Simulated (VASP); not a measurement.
A run of VASP 6.6.1 is set up as follows.

Contents of INCAR:

```
SYSTEM = Cs2PdC2
PREC = Accurate ; ENCUT = 520
EDIFF = 1E-6 ; ISMEAR = 1
SIGMA = 0.15 ; LREAL = .FALSE.
LASPH = .TRUE. ; NELM = 100
ALGO = Normal ; ISIF = 2
LWAVE = .FALSE. ; LCHARG = .TRUE.
LELF = .TRUE. ; LVHAR = .TRUE.
NBANDS = 26
```

File KPOINTS:

```
Automatic mesh
0
G
  3 3 3
  0 0 0
```

Contents of POSCAR:

```
Cs2PdC2
1.0
    5.2475240000      1.1967280000     -1.0533490000
   -1.1229940000      5.0117050000     -0.3104060000
   -0.1213480000      1.0760120000      5.3142910000
Cs Pd C
2 1 2
Direct
    0.1312535413      0.3498105189      0.6841727467
    0.5637597321      0.8943492030      0.4610948307
    0.6217952491      0.4326724661      0.0813108528
    0.2584194878      0.5879126806      0.1068995907
    0.6318407537      0.1698931566      0.9886238223
```

Potentials or basis: VASP PAW LDA potentials, release 64 (Cs_sv, Pd, C).

Run with:

```console
$ cat potpaw_LDA.64/Cs_sv/POTCAR potpaw_LDA.64/Pd/POTCAR potpaw_LDA.64/C/POTCAR > POTCAR
$ mpirun -np 1 vasp_std > vasp.out
```

Q: Predict the band gap on the k mesh.

A: 0.06 eV, indirect (least direct gap 0.32 eV).

Q: What does it give for the pressure?

A: 6.1 GPa.

Q: What does it give for the largest force?

A: 13.707 eV/Å.

Forces in eV/Å, atoms in the order of the input:
```
Cs   -0.829  -0.748  -0.587
Cs    0.083  -0.223   0.913
Pd   -5.012  12.185   3.778
C     2.183   0.294   0.013
C     3.576 -11.508  -4.117
```

Caveat: spin-orbit coupling is left out, which moves the levels of the heavy elements. As with any semilocal functional, this LDA gap is likely too small.
